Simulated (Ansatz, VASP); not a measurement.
## GaN: VASP beside Ansatz

One calculation is typed for both programs; each brings its own data sets. How far apart do they land? The cell is taken from a series of runs on this material, whose earlier steps may have relaxed, scaled, displaced or heated it; both programs get it as it stands.

Main program and level: Ansatz 0.2.0; plane waves, with VASP 6.6.1 beside it; zone-centre phonons at LDA.

### 1. Starting point

The structure is cubic, space group F-43m (No. 216). The conventional cell has a = 4.455 Å, b = 4.455 Å, c = 4.455 Å, α = 90.00°, β = 90.00°, γ = 90.00°. Nearest to N lie 4 Ga at 1.93 Å. Nearest to Ga lie 4 N at 1.93 Å. Farther neighbours and most contacts between anions are not listed.

Coordinates:

```cif
data_structure
_symmetry_space_group_name_H-M 'P 1'
_symmetry_Int_Tables_number 1
_cell_length_a 3.1503
_cell_length_b 3.1503
_cell_length_c 3.1503
_cell_angle_alpha 60.000
_cell_angle_beta 60.000
_cell_angle_gamma 60.000
_cell_volume 22.11
loop_
_atom_site_label
_atom_site_type_symbol
_atom_site_fract_x
_atom_site_fract_y
_atom_site_fract_z
_atom_site_occupancy
N1 N 0.25000 0.25000 0.25000 1
Ga2 Ga 0.00000 0.00000 0.00000 1
```

### 2. Ansatz: zone-centre phonons, LDA

Ansatz runs on its PAW soft_1 files.

Second derivatives magnify differences that forces hide, and they need a tight electronic threshold.

File input.yaml:

```yaml
crystal:
  lattice:
    - [0.0, 2.2276025184, 2.2276025184]
    - [2.2276025184, 0.0, 2.2276025184]
    - [2.2276025184, 2.2276025184, 0.0]
  atoms:
    - { symbol: "N", position: [0.25, 0.25, 0.25] }
    - { symbol: Ga, position: [0.0, 0.0, 0.0] }
total_charge: 0.022108
kpoints:
  mp_grid: { grid: [24, 24, 24] }
hamiltonian:
  xc: lda
  pseudopotentials: { kind: paw, azcp: { folder: soft_1 }, xc_functional: pbe }
scf:
  occupations: { method: fermi_dirac, width: 0.03 }
output:
  eigenvalues: true
phonons:
  method: dfpt
```

On the command line:

```
ansatz run input.yaml --threads 8 --pin off --max-ram 16384MiB --backend cpu --events-out ev --progress --plain --runs-dir out
```

Numbers of over 12 decimals in the logs are rounded to 6 here.

What it wrote:

```text
zone centre: on kpoints.mp_grid the ground state, and the responses unless they are solved on pairs of k-points, stand on 1063 of the mesh's 13824 k-points, reduced under 8 symmetry operations, with k and −k counted as one. Each operation leaves every solved displacement unchanged or reverses it
Engine: ansatz 0.2.0, aarch64-unknown-linux-gnu
Pseudopotentials: kind: paw
Pseudopotential: N, paw, valence charge 5, recommended cutoff 420 eV (normal), soft_1/N.paw.azcp
Pseudopotential: Ga, paw, valence charge 13, recommended cutoff 420 eV (normal), soft_1/Ga.paw.azcp
Functional definition: SPW92
  exchange = slater_x
  correlation = pw_c
Crystal: 2 atoms, lattice volume = 22.108 Å³
Basis set: ecut = 420 eV, 411 PW (Γ), exchange–correlation on 48×48×48 points (8 copies of the dense FFT grid, shifted against one another)
Bands: 13, of which v1, the nominal top of the filled ones, is band 9 counted from 1 (8 counted from 0)
Symmetry: 24 space group operations
k-points: 1063 of 13824 (irreducible under 8 space group operations, time reversal used)
Non-local potential: N, projectors of the file, l = 0: 2, l = 1: 2, l = 2: 1
Non-local potential: Ga, projectors of the file, l = 0: 2, l = 1: 2, l = 2: 3, l = 3: 1
PAW form: soft (Blöchl's): semilocal exchange-correlation on the pseudo side does not see the compensation charge
PAW frozen core: N, regenerated for the run's functional, and the local potential with it (the file was generated under x = pbe(κ = 0.804, μ = 0.219515), c = pbe(β = 0.066725))
PAW frozen core: Ga, regenerated for the run's functional, and the local potential with it (the file was generated under x = pbe(κ = 0.804, μ = 0.219515), c = pbe(β = 0.066725))
PAW one-centre angular grid: N, 110 points (default); XC on 64 Gauss nodes
PAW one-centre angular grid: Ga, 590 points (default); XC on 64 Gauss nodes
Initial density: superposition of atomic densities (chi_scale 0.1, normalization cell, long waves kept (reshape's long-wave potential 0.00 eV rms))
Initial wavefunctions: pseudopotential atomic-orbital guess
Functional: x = slater, c = lda
SCF iter   1: F=—  HF=-4082.969223 eV  |F-HF|=—  |Δ(HF+E_count)|=         —  Δρ=1.09e-1  dr2=2.22e0  ethr=3.10e-3  ⟨swp⟩=4.7  Hψ=70695  notcnv=0
preconditioner: auto → none  [metal: Δε(μ)=0.020 eV  Ē_g=19.419 eV  σ=0.030 eV  W_gap=0.16  n_scr=8 (ndim 8)  ℏωp=33.5 eV  f_vac=0.000  D(μ)=0.29/eV (n_scr^D=0)  sad-step TF]
SCF iter   2: F=—  HF=-4082.613787 eV  |F-HF|=—  |Δ(HF+E_count)|=   3.55e-1  Δρ=6.69e-2  dr2=9.83e-1  ethr=3.10e-3  ⟨swp⟩=2.0  Hψ=26570  notcnv=0
SCF iter   3: F=—  HF=-4082.330201 eV  |F-HF|=—  |Δ(HF+E_count)|=   2.84e-1  Δρ=1.28e-2  dr2=2.15e-2  ethr=3.10e-3  ⟨swp⟩=2.6  Hψ=25385  notcnv=0
SCF iter   4: F=—  HF=-4082.302725 eV  |F-HF|=—  |Δ(HF+E_count)|=   2.75e-2  Δρ=5.47e-3  dr2=2.88e-3  ethr=1.19e-4  ⟨swp⟩=2.3  Hψ=35796  notcnv=0
SCF iter   5: F=—  HF=-4082.303013 eV  |F-HF|=—  |Δ(HF+E_count)|=   2.87e-4  Δρ=9.67e-4  dr2=8.76e-5  ethr=1.60e-5  ⟨swp⟩=2.0  Hψ=26894  notcnv=0
SCF iter   6: F=—  HF=-4082.303027 eV  |F-HF|=—  |Δ(HF+E_count)|=   1.49e-5  Δρ=5.73e-5  dr2=5.04e-7  ethr=4.87e-7  ⟨swp⟩=2.3  Hψ=21520  notcnv=0
SCF iter   7: F=—  HF=-4082.303028 eV  |F-HF|=—  |Δ(HF+E_count)|=   1.15e-7  Δρ=5.26e-6  dr2=2.64e-9  ethr=2.81e-9  ⟨swp⟩=1.9  Hψ=17590  notcnv=0
SCF iter   8: F=—  HF=-4082.303028 eV  |F-HF|=—  |Δ(HF+E_count)|=  3.66e-10  Δρ=3.32e-7  dr2=1.21e-11  ethr=1.47e-11  ⟨swp⟩=2.1  Hψ=22797  notcnv=0
SCF iter   9: F=-4082.303028 eV  HF=-4082.303028 eV  |F-HF|=9.09e-13  |Δ(HF+E_count)|=  4.55e-12  Δρ=2.99e-8  dr2=2.48e-13  ethr=1.00e-12  ⟨swp⟩=4.4  Hψ=48500  notcnv=0
SCF 1 converged in 9 iterations: F = -4082.303028 eV  dr2 = 2.48e-13
  greatest PAW one-centre occupation: 0.996 electrons in one spin orbital (limit 2), on the Ga atom at site 1 (counted from 0), in its partial waves of l = 2
DFPT response loops at Γ: preconditioner auto → Kerker (q_TF=auto, 2.636 Å⁻¹) (partly filled bands, converged f_vac=0.000); β = 1.00, the filter's whole step (`scf.mixing.beta` (0.50) is not read by the response loops under this deck's `scf.mixing.preconditioner`; to damp them name `kerker` or `kerker_dos`, under which they read `scf.mixing.beta`, and type it under 1.00, their step now; both keys bind the ground state too); Broyden in place of MSR1
SCF converged after 9 iterations
Free energy (F): -4082.303028 eV
Harris-Foulkes:  -4082.303028 eV  (|F-HF|=9.09e-13)
Internal energy: -4082.302276 eV  (E = F + TS)
E sigma→0 (E₀):  -4082.302652 eV
Entropy (-TS):   -0.000751 eV (-0.376 meV/atom)
Fermi energy:    9.660840 eV
--- Per-component energies (eV) ---
  E_band       = -5.136862
  E_kinetic    = 241.360700
  E_local      = -1390.060860  (includes V_loc(G=0)·N_el)
  E_nonlocal   = -51.826232
  E_hartree    = 883.127772
  E_xc         = -121.589726
  E_vxc        = -131.106788  (∫ρ·V_xc dr)
  E_paw        = -2039.232632  (= ΣΔE_a)
  E_vpaw       = -439.759846  (= ΣTr[D̂ρ^β])
  E_aug_tail   = 0.000637  (compensation charges beyond the density's cutoff)
  E_ewald      = -1605.890460
  E_core_change = 1.808525  (= ΣΔE_core)
  E_smearing   = -0.000751  (= −TS)
  E_closure    = -0.000000  (closes the sum)
  E_deformation_potential = 0.411553  (in the stress; not in F)
  Σ components = -4082.303028   (vs F -4082.303028, Δ=0.00e0)
--- Band table (eV; the first three rows and the last of 1063) ---
  k-point 0: bands = [... 5 lower, -3.4685, 9.7808, 9.7808, 9.7808, 11.7636, 20.1563, 20.1563, 20.1563]
  k-point 1: bands = [... 5 lower, -3.4688, 9.5383, 9.7602, 9.7602, 11.9595, 20.0531, 20.1891, 20.1891]
  k-point 2: bands = [... 5 lower, -3.4696, 8.9761, 9.7009, 9.7009, 12.3834, 19.7850, 20.2792, 20.2792]
  k-point 1062: bands = [... 5 lower, -1.2843, 3.8858, 5.9029, 5.9352, 15.9961, 18.3679, 20.2383, 20.8637]
--- Phonons (Γ-DFPT): 2 representative perturbations + reference, on 1063 of 13824 k-points (Σ response iterations 6) ---
  k mesh reduced under 8 symmetry operations, with k and −k counted as one. Each operation leaves every solved displacement unchanged or reverses it
  ASR residual: 1.227e-5 → 0.000e0 eV/Å²; symmetrization residual: 1.279e-6 eV/Å²
  ASR residual per site (eV/Å²): 1.23e-5 1.02e-5
  Γ frequencies (cm⁻¹): 0.00 0.00 0.00 541.52 541.52 541.52
  non-analytic LO–TO correction: not included (Born effective charges unavailable; polar crystals: no LO–TO splitting at Γ)
```

### 3. VASP: zone-centre phonons, LDA

The same cell, functional (in two slightly different forms), mesh and smearing now go to VASP, with its own data sets.

Lines of VASP's logs that name or quote its potential files are left out, and so is its time.

File INCAR:

```
SYSTEM = GaN
PREC = Accurate
ENCUT = 600
EDIFF = 1E-08
NELM = 120
ISMEAR = -1
SIGMA = 0.03
LREAL = .FALSE.
ALGO = Normal
GGA = PW92
NELECT = 17.977892
NBANDS = 14
LORBIT = 11
LWAVE = .FALSE.
LCHARG = .FALSE.
ISIF = 2
IBRION = 8
LASPH = .TRUE.
GGA_COMPAT = .FALSE.
KPAR = 2
```

File POSCAR:

```
GaN
1.0
    0.0000000000      2.2276025184      2.2276025184
    2.2276025184      0.0000000000      2.2276025184
    2.2276025184      2.2276025184      0.0000000000
N Ga
1 1
Direct
    0.2500000000      0.2500000000      0.2500000000
    0.0000000000      0.0000000000      0.0000000000
```

File KPOINTS:

```
Automatic mesh
0
Gamma
24 24 24
0 0 0
```

Potentials, in the order of the species: N and Ga_d (LDA family, release 64).

On the command line:

```
mpirun -np 2 vasp_std
```

What it wrote:

```text
[banner, memory and clock lines left out]
running    2 mpi-ranks, on    1 nodes
 distrk:  each k-point on    1 cores,    2 groups
 distr:  one band on    1 cores,    1 groups

 POSCAR found type information on POSCAR N Ga
 POSCAR found :  2 types and       2 ions
|                                                                             |
|               ----> ADVICE to this user running VASP <----                  |
|                                                                             |
|     You enforced a specific xc type in the INCAR file but a different       |
|     [... a line on the potential file left out ...]
|     I HOPE YOU KNOW WHAT YOU ARE DOING!                                     |
|                                                                             |

 LDA part: xc-table for (Slater(with rela. corr.)+PW92), standard interpolation
 POSCAR, INCAR and KPOINTS ok, starting setup
 FFT: planning ... GRIDC
 FFT: planning ... GRID_SOFT
 FFT: planning ... GRID
 WAVECAR not read
 entering main loop
       N       E                     dE             d eps       ncg     rms          rms(c)
DAV:   1     0.890448216432E+02    0.89045E+02   -0.95736E+03 12702   0.235E+03
DAV:   2    -0.942351466092E+01   -0.98468E+02   -0.91849E+02 13482   0.368E+02
DAV:   3    -0.160195512346E+02   -0.65960E+01   -0.65498E+01 12692   0.825E+01
DAV:   4    -0.161032624724E+02   -0.83711E-01   -0.83681E-01 13196   0.990E+00
DAV:   5    -0.161044348224E+02   -0.11723E-02   -0.11723E-02 13070   0.112E+00BRMIX: very serious problems
 the old and the new charge density differ
 old charge density:    18.00000 new   17.97789
BRMIX: very serious problems
 the old and the new charge density differ
 old charge density:    18.00000 new   17.97789
    0.753E+00
DAV:   6    -0.141240940137E+02    0.19803E+01   -0.52736E+00 17342   0.471E+01    0.262E+00
DAV:   7    -0.140978890858E+02    0.26205E-01   -0.26906E-01 12404   0.681E+00    0.166E+00
DAV:   8    -0.140736577363E+02    0.24231E-01   -0.69597E-02 12638   0.327E+00    0.676E-01
DAV:   9    -0.140704151799E+02    0.32426E-02   -0.13370E-02 15962   0.276E+00    0.187E-01
DAV:  10    -0.140704552598E+02   -0.40080E-04   -0.15384E-03 14064   0.614E-01    0.607E-02
DAV:  11    -0.140704048140E+02    0.50446E-04   -0.19429E-04 17134   0.278E-01    0.606E-03
DAV:  12    -0.140704063802E+02   -0.15662E-05   -0.15963E-05 11918   0.525E-02    0.259E-03
DAV:  13    -0.140704064152E+02   -0.34977E-07   -0.53929E-07 13590   0.117E-02    0.352E-04
DAV:  14    -0.140704064169E+02   -0.17039E-08   -0.20586E-08 10906   0.145E-03
   1 F= -.14070406E+02 E0= -.14070030E+02  d E =-.752058E-03
 Linear response reoptimize wavefunctions to high precision
DAV:   1    -0.140704064168E+02    0.13006E-09   -0.18099E-09  8678   0.507E-04
DAV:   2    -0.140704064168E+02   -0.39108E-10   -0.33331E-10  6052   0.180E-04
 Linear response DOF=           2
 Linear response progress:
  Degree of freedom:   1/  2
       N       E                     dE             d eps       ncg     rms          rms(c)
RMM:   1    -0.236133917529E+00   -0.23613E+00    0.89707E-02129079   0.433E+00
RMM:   2    -0.227088338595E+00    0.90456E-02   -0.92517E-03 93261   0.113E+00    0.142E-01
RMM:   3    -0.228167014569E+00   -0.10787E-02   -0.16318E-03103463   0.371E-01    0.694E-02
RMM:   4    -0.229383193091E+00   -0.12162E-02   -0.38394E-04101859   0.147E-01    0.176E-02
RMM:   5    -0.229458950191E+00   -0.75757E-04   -0.12827E-05104435   0.340E-02    0.298E-03
RMM:   6    -0.229411831091E+00    0.47119E-04   -0.81373E-07101883   0.898E-03    0.117E-03
RMM:   7    -0.229406705121E+00    0.51260E-05   -0.54937E-08107890   0.229E-03    0.316E-04
RMM:   8    -0.229404530439E+00    0.21747E-05   -0.72029E-09106422   0.610E-04    0.383E-05
RMM:   9    -0.229403999096E+00    0.53134E-06   -0.12969E-09107761   0.180E-04    0.127E-05
RMM:  10    -0.229404168548E+00   -0.16945E-06   -0.41679E-10106525   0.677E-05    0.218E-06
RMM:  11    -0.229404163280E+00    0.52675E-08   -0.26956E-10107575   0.275E-05    0.355E-07
 first order change of Fermi-energy   0.24032E-03
 force on displaced ion       1 direction 1 : -12.798  -0.000  -0.000
 Linear response progress:
  Degree of freedom:   2/  2
       N       E                     dE             d eps       ncg     rms          rms(c)
RMM:   1    -0.163269850445E+00   -0.16327E+00    0.26924E-01 71201   0.985E+00
RMM:   2    -0.161132142949E+00    0.21377E-02   -0.38136E-02107026   0.186E+00    0.648E-02
RMM:   3    -0.161344470761E+00   -0.21233E-03   -0.21954E-03107288   0.412E-01    0.378E-02
RMM:   4    -0.161021190139E+00    0.32328E-03   -0.15188E-04112405   0.120E-01    0.428E-03
RMM:   5    -0.160998457076E+00    0.22733E-04   -0.20465E-06114323   0.364E-02    0.204E-03
RMM:   6    -0.160987179177E+00    0.11278E-04    0.50672E-06114224   0.127E-02    0.406E-04
RMM:   7    -0.160986681767E+00    0.49741E-06    0.33431E-06116335   0.453E-03    0.196E-04
RMM:   8    -0.160986418759E+00    0.26301E-06    0.24535E-06116021   0.165E-03    0.309E-05
RMM:   9    -0.160986547744E+00   -0.12899E-06    0.11763E-06117006   0.638E-04    0.685E-06
RMM:  10    -0.160986525247E+00    0.22497E-07    0.84302E-07116730   0.263E-04    0.255E-06
RMM:  11    -0.160986561430E+00   -0.36183E-07    0.20655E-07116374   0.119E-04    0.150E-06
RMM:  12    -0.160986555814E+00    0.56162E-08    0.95997E-08117054   0.606E-05    0.260E-07
 first order change of Fermi-energy  -0.13899E-04
 force on displaced ion       2 direction 1 : -12.783  -0.000  -0.000
 Linear response finished
```

OUTCAR, selected parts (step 3):

```text
NELECT = 17.977892

 ion  position               nearest neighbor table
   1  0.250  0.250  0.250-   2 1.93   2 1.93   2 1.93   2 1.93
   2  0.000  0.000  0.000-   1 1.93   1 1.93   1 1.93   1 1.93

  LATTYP: Found a face centered cubic cell.
 ALAT       =     4.4552050368

 Subroutine GETGRP returns: Found 24 space group operations
 (whereof 24 operations were pure point group operations)

The static configuration has the point symmetry T_d .

 Found    413 irreducible k-points:

   k-points           NKPTS =    413   k-points in BZ     NKDIM =    413   number of bands    NBANDS=     14

   dimension x,y,z NGX =    28 NGY =   28 NGZ =   28
   dimension x,y,z NGXF=    56 NGYF=   56 NGZF=   56

   ENCUT  =  600.0 eV  44.10 Ry    6.64 a.u.   6.29  6.29  6.29*2*pi/ulx,y,z

 k-points in reciprocal lattice and weights: Automatic mesh
   0.00000000  0.00000000  0.00000000       0.000
   0.04166667  0.00000000  0.00000000       0.001
   0.08333333  0.00000000  0.00000000       0.001
   0.12500000  0.00000000  0.00000000       0.001
   0.16666667  0.00000000  0.00000000       0.001
   0.20833333  0.00000000  0.00000000       0.001
   0.25000000  0.00000000  0.00000000       0.001
   0.29166667  0.00000000  0.00000000       0.001
   0.33333333  0.00000000  0.00000000       0.001
[...]
-0.29166667  0.50000000  0.20833333       0.001
  -0.25000000  0.50000000  0.25000000       0.000

 average (electrostatic) potential at core
       1 -61.6916       2 -64.3792

  Total       -0.1398279     -0.1398279     -0.1398279     -0.0000000     -0.0000000      0.0000000
  in kB      -10.1335448    -10.1335448    -10.1335448     -0.0000000     -0.0000000      0.0000000
  external PRESSURE =     -10.1335448 kB  Pullay stress =       0.0000000 kB

  energy-cutoff  :      600.00
  volume of cell :       22.11
      direct lattice vectors                 reciprocal lattice vectors
     0.000000000  2.227602518  2.227602518    -0.224456561  0.224456561  0.224456561
     2.227602518  0.000000000  2.227602518     0.224456561 -0.224456561  0.224456561
     2.227602518  2.227602518  0.000000000     0.224456561  0.224456561 -0.224456561

 POSITION                                       TOTAL-FORCE (eV/Angst)
 -----------------------------------------------------------------------------------
      1.11380      1.11380      1.11380        -0.000000      0.000000      0.000000
      0.00000      0.00000      0.00000         0.000000     -0.000000     -0.000000
 -----------------------------------------------------------------------------------
    total drift:                               -0.000000     -0.000000      0.000000

 Eigenvectors and eigenvalues of the dynamical matrix
 ----------------------------------------------------

   1 f  =   16.376841 THz   102.898726 2PiTHz  546.272612 cm-1    67.729141 meV
             X         Y         Z           dx          dy          dz
      1.113801  1.113801  1.113801     0.912653   -0.000000    0.000000
      0.000000  0.000000  0.000000    -0.408735    0.000000    0.000000

   2 f  =   16.376841 THz   102.898726 2PiTHz  546.272612 cm-1    67.729141 meV
             X         Y         Z           dx          dy          dz
      1.113801  1.113801  1.113801     0.000000    0.000000   -0.912653
      0.000000  0.000000  0.000000     0.000000   -0.000000    0.408735

   3 f  =   16.376841 THz   102.898726 2PiTHz  546.272612 cm-1    67.729141 meV
             X         Y         Z           dx          dy          dz
      1.113801  1.113801  1.113801     0.000000    0.912653    0.000000
      0.000000  0.000000  0.000000     0.000000   -0.408735    0.000000

   4 f/i=    0.003601 THz     0.022628 2PiTHz    0.120129 cm-1     0.014894 meV
             X         Y         Z           dx          dy          dz
      1.113801  1.113801  1.113801     0.240426   -0.267207    0.194576
      0.000000  0.000000  0.000000     0.536842   -0.596639    0.434464

   5 f/i=    0.003601 THz     0.022628 2PiTHz    0.120129 cm-1     0.014894 meV
             X         Y         Z           dx          dy          dz
      1.113801  1.113801  1.113801    -0.200133    0.073813    0.348658
      0.000000  0.000000  0.000000    -0.446872    0.164815    0.778510

   6 f/i=    0.003601 THz     0.022628 2PiTHz    0.120129 cm-1     0.014894 meV
             X         Y         Z           dx          dy          dz
      1.113801  1.113801  1.113801     0.263070    0.300360    0.087417
      0.000000  0.000000  0.000000     0.587403    0.670667    0.195191

 ELASTIC MODULI CONTR FROM IONIC RELAXATION (kBar)
 Direction    XX          YY          ZZ          XY          YZ          ZX
 --------------------------------------------------------------------------------
 XX          -0.0000      0.0000      0.0000     -0.0000      0.0000     -0.0000
 YY           0.0000     -0.0000     -0.0000     -0.0000     -0.0000     -0.0000
 ZZ           0.0000     -0.0000     -0.0000      0.0000     -0.0000     -0.0000
 XY          -0.0000     -0.0000      0.0000   -524.7321      0.0000     -0.0000
 YZ           0.0000     -0.0000     -0.0000      0.0000   -524.7321      0.0000
 ZX          -0.0000     -0.0000     -0.0000     -0.0000      0.0000   -524.7321
 --------------------------------------------------------------------------------
```

The cell is charged against a uniform background.

### 4. Side by side

Known differences besides the potentials themselves: the cutoff is 420 eV in Ansatz and 600 eV in VASP; VASP's log shows a relativistic correction to its local exchange, Ansatz's none. Total energies have different zeros and are not compared.

Both answers:

```
                  quantity  Ansatz   VASP  difference
optical mode 1 to 3 (cm⁻¹)   541.5  546.3     -0.87 %
```

Modes are paired by rising frequency, not by their patterns, so a pair may set unlike modes beside each other; they are those without the splitting of longitudinal modes. The cell carries a charge of +0.022108 e against a uniform background, so its pressure also hangs on how the neutralising background is counted, and in a defect's cell a gap may be the spacing between its levels.

### 5. What came out

| Quantity | Value |
| --- | --- |
| r.m.s. difference of the optical zone-centre modes, each program's sorted by frequency (zone-centre phonons, LDA) | 4.8 cm⁻¹ |
| difference in optical mode 1 to 3 (zone-centre phonons, LDA) | -0.9 % |

What this shows: The r.m.s. difference of the optical zone-centre modes, each program's sorted by frequency is 4.8 cm⁻¹ (zone-centre phonons, LDA). Among the rows given in per cent, the largest difference of the zone-centre phonons, LDA pair is in optical mode 1 to 3, -0.9 %. How closely two codes agree says nothing of how well the functional describes the real material.

[Lines on the potential files, build, host, timing and source positions are cut from VASP's logs without a mark.]

[Logs are printed without paths, hosts, clocks, repeated set-up lines and the standing remarks that a program may print on its own settings, such as how far it seeks lower states.]

[Hosts, paths, dates, database ids (printed as entryN), source tags and the programs' standing remarks are cut or masked in the printed files.]
